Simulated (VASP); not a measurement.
```yaml
crystal:
  lattice:
    - [1.22357, -2.11928, 0.00000]
    - [1.22357, 2.11928, 0.00000]
    - [0.00000, 0.00000, 6.61854]
  atoms:
    - { symbol: C, position: [0.00000, 0.00000, 0.25000] }
    - { symbol: C, position: [0.00000, 0.00000, 0.75000] }
    - { symbol: C, position: [0.33333, 0.66667, 0.25000] }
    - { symbol: C, position: [0.66667, 0.33333, 0.75000] }
```

Method: LDA (Ceperley-Alder, Perdew-Zunger), VASP's LDA PAW potentials (set 64) (plane waves; VASP). Run with 520 eV cut-off, 9×9×3 Γ-centred mesh, Gaussian smearing of 0.050 eV, potentials C.

Question: What does the run give for the energy per atom (σ→0), band gap (on the k-mesh) with the smallest direct gap where there is one?

Answer: 
The band gap (on the k-mesh) is none (metal, semimetal or under 0.01 eV) and the energy per atom (σ→0) comes out as -10.107 eV/atom.

The compound is C in the graphite structure. It was relaxed first. The k-mesh is coarse (spacing up to 0.33 per Å, 2π included), so the numbers may not be converged in it. The start is the result of an earlier pass.
